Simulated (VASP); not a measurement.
The cell holds one BN (zinc blende) (110) slab, with vacuum along c, ions free to move until forces fall under 0.03 eV/Å, no reconstruction beyond this cell, dipole correction on. Ionisation potential and electron affinity count from the cell's own band edges, surface states included.

Given:

```
BN
1.0
    3.60750     0.00000     0.00000
    0.00000     2.55088     0.00000
    0.00000     0.00000    25.17240
B N
8 8
Direct
  0.95265   0.00000   0.66902
  0.50215   0.50000   0.62904
  0.00326   0.00000   0.57567
  0.50539   0.50000   0.52553
  0.00539   0.00000   0.47447
  0.50326   0.50000   0.42433
  0.00215   0.00000   0.37096
  0.45265   0.50000   0.33098
  0.25907   0.00000   0.62810
  0.76823   0.50000   0.67759
  0.25542   0.00000   0.52549
  0.75384   0.50000   0.57608
  0.25384   0.00000   0.42392
  0.75542   0.50000   0.47451
  0.26823   0.00000   0.32241
  0.75907   0.50000   0.37190
```

Computed with PBEsol GGA, VASP's PBE PAW potentials (set 64) (plane waves; VASP). Run with 450 eV cut-off, 6×8×1 Γ-centred mesh, Gaussian smearing of 0.050 eV, potentials B N.

Slab and bulk use different k-meshes, so the surface energy is good to a few per cent at best.

Q: Predict its surface energy, ionisation potential, electron affinity.

A: 
| Quantity | Value |
|---|---|
| surface energy | 3.17 J/m² |
| ionisation potential | 6.68 eV |
| electron affinity | 4.30 eV |

The cell is a thin slab with vacuum, built from BN (zinc blende): (110) face.
